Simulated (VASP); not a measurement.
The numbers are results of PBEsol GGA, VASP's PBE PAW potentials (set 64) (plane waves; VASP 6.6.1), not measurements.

A VASP calculation is set up with these files.

KPOINTS:
```
K-points
0
gamma
  14 14 14
```

### INCAR
```
SYSTEM = Sb
PREC = Accurate; ENCUT = 400; LREAL = F
LASPH = T
EDIFF = 1E-7; NELM = 100; ALGO = Normal
LMAXMIX = 4
ISMEAR = -5
GGA = PS
ISIF = 2
LWAVE = F; LCHARG = T; LORBIT = 11
NEDOS = 601
```

**POSCAR**
```
Sb
1
   -2.9787493641     2.9787493641     1.5905957965
    2.9787493641    -2.9787493641     1.5905957965
    2.9787493641     2.9787493641    -1.5905957965
Sb
2
Direct
  0.7500000000   0.2500000000   0.5000000000
  0.0000000000   0.0000000000   0.0000000000
```

POTCAR, in this order: Sb (PBE.64 set). Program: vasp_std.

Output

OSZICAR:
```
       N       E                     dE             d eps       ncg     rms          rms(c)
DAV:   1     0.239841211262E+02    0.23984E+02   -0.30453E+03  4392   0.675E+02
DAV:   2    -0.790931414367E+01   -0.31893E+02   -0.31243E+02  6539   0.110E+02
DAV:   3    -0.893313150933E+01   -0.10238E+01   -0.10084E+01  5169   0.223E+01
DAV:   4    -0.894096976915E+01   -0.78383E-02   -0.78567E-02  4985   0.229E+00
DAV:   5    -0.894103474190E+01   -0.64973E-04   -0.65313E-04  4964   0.224E-01    0.265E+00
DAV:   6    -0.893641718891E+01    0.46176E-02   -0.10308E-03  4820   0.249E-01    0.156E+00
DAV:   7    -0.893333066921E+01    0.30865E-02   -0.25571E-03  4554   0.381E-01    0.577E-02
DAV:   8    -0.893333761161E+01   -0.69424E-05   -0.57848E-05  4839   0.669E-02    0.861E-03
DAV:   9    -0.893333811776E+01   -0.50615E-06   -0.14424E-06  4771   0.106E-02    0.183E-03
DAV:  10    -0.893333755302E+01    0.56473E-06   -0.47986E-08  2673   0.166E-03    0.539E-04
DAV:  11    -0.893333744887E+01    0.10416E-06   -0.69981E-09  2405   0.727E-04    0.919E-05
DAV:  12    -0.893333743668E+01    0.12185E-07   -0.10716E-09  2361   0.283E-04
   1 F= -.89333374E+01 E0= -.89333374E+01  d E =0.000000E+00
```

File OUTCAR:
```
------------------------ aborting loop because EDIFF is reached ----------------------------------------
  FORCE on cell =-STRESS in cart. coord.  units (eV):
  Direction    XX          YY          ZZ          XY          YZ          ZX
  --------------------------------------------------------------------------------------
  Total        0.0743193      0.0743193     -0.2439387      0.0000000      0.0000000      0.0000000
  in kB        2.1092318      2.1092318     -6.9231464      0.0000000      0.0000000      0.0000000
  external PRESSURE =      -0.9015610 kB  Pullay stress =       0.0000000 kB
  volume of cell :       56.45
      direct lattice vectors                 reciprocal lattice vectors
    -2.978749364  2.978749364  1.590595796     0.000000000  0.167855680  0.314347618
     2.978749364 -2.978749364  1.590595796     0.167855680  0.000000000  0.314347618
     2.978749364  2.978749364 -1.590595796     0.167855680  0.167855680  0.000000000
 POSITION                                       TOTAL-FORCE (eV/Angst)
 -----------------------------------------------------------------------------------
      0.00000      2.97875      0.79530        -0.000000      0.000000     -0.000000
      0.00000      0.00000      0.00000         0.000000     -0.000000      0.000000
 -----------------------------------------------------------------------------------
    total drift:                                0.000000     -0.000000      0.000000
  FREE ENERGIE OF THE ION-ELECTRON SYSTEM (eV)
  ---------------------------------------------------
  free  energy   TOTEN  =        -8.9333374367 eV

  energy  without entropy=       -8.9333374367  energy(sigma->0) =       -8.93333744

 total charge

# of ion       s       p       d       tot
------------------------------------------
    1        1.236   1.097   0.038   2.371
    2        1.236   1.097   0.038   2.371
--------------------------------------------------
tot          2.472   2.194   0.075   4.742
```
(Selected blocks of OUTCAR.)

**OUTCAR**
```
 val. band max:        7.9170283889   @ k =  -0.3571   0.3571   0.0000

 cond. band min:       7.6658539054   @ k =  -0.1429   0.4286   0.0714


 Fermi energy:         7.7925652054

 k-point     1 :       0.0000    0.0000    0.0000
  band No.  band energies     occupation
      1      -4.9969      2.00000
      2       0.8349      2.00000
      3       4.2418      2.00000
      4       4.2418      2.00000
      5       9.8276      0.00000
      6      11.4796      0.00000
      7      11.4796      0.00000
      8      12.1996      0.00000
      9      12.3205      0.00000

 k-point     2 :       0.0714   -0.0000    0.0000
  band No.  band energies     occupation
      1      -4.9024      2.00000
      2       0.8023      2.00000
      3       4.2581      2.00000
      4       4.4507      2.00000
      5       9.9846      0.00000
      6      11.0455      0.00000
      7      11.4931      0.00000
      8      11.5302      0.00000
      9      11.6128      0.00000

 k-point     3 :       0.1429   -0.0000    0.0000
  band No.  band energies     occupation
      1      -4.6201      2.00000
      2       0.7436      2.00000
      3       4.3143      2.00000
      4       5.0235      2.00000
      5       9.5765     -0.01918
      6      10.0416      0.00000
      7      10.4305      0.00000
      8      10.8558      0.00000
      9      11.4707      0.00000

 k-point     4 :       0.2143   -0.0000    0.0000
  band No.  band energies     occupation
      1      -4.1547      2.00000
      2       0.7222      2.00000
      3       4.4258      2.00000
      4       5.8222      2.00000
      5       7.7541      1.08881
      6       8.5538      0.00813
      7      10.2157      0.00000
      8      10.8656      0.00000
      9      11.4693      0.00000

 k-point     5 :       0.2857   -0.0000    0.0000
  band No.  band energies     occupation
      1      -3.5178      2.00000
      2       0.7574      2.00000
      3       4.6005      2.00000
...
```

For a metal the tetrahedron method with Blöchl corrections gives inexact stress and forces. Unless said otherwise, spin-orbit coupling is left out, though it shifts the bands of the heavy elements here.

The structure was generated: Sb was put into the beta-Sn type (I4_1/amd), which need not be its known phase. It was relaxed first.
